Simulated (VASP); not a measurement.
Given:

```xyz
1
Lattice="0.0000 1.9402 1.9402 1.9402 0.0000 1.9402 1.9402 1.9402 0.0000" Properties=species:S:1:pos:R:3 pbc="T T T"
Pd     0.0000     0.0000     0.0000
```

Computed with MS2 meta-GGA, VASP's PBE PAW potentials (set 64) (plane waves; VASP). Numerical set-up: 520 eV cut-off, 18×18×18 Γ-centred mesh, tetrahedra with Blöchl corrections, potentials Pd.

Q: Give the energies of bands 1 to 6 at the high-symmetry points, in eV from the Fermi level.

A: 
| band | Γ | X | U | L | W |
|---|---|---|---|---|---|
| 1 | -7.33 | -5.65 | -4.93 | -5.42 | -4.57 |
| 2 | -2.86 | -5.22 | -4.30 | -3.02 | -3.46 |
| 3 | -2.86 | -0.20 | -2.01 | -3.02 | -3.46 |
| 4 | -2.86 | 0.37 | -1.12 | -0.04 | -1.49 |
| 5 | -1.40 | 0.37 | -0.10 | -0.04 | 0.38 |
| 6 | -1.40 | 3.25 | 7.16 | 0.86 | 8.98 |

It has no gap at this level: it comes out as a metal or semimetal.

The compound is Pd in the fcc structure. It was relaxed first.
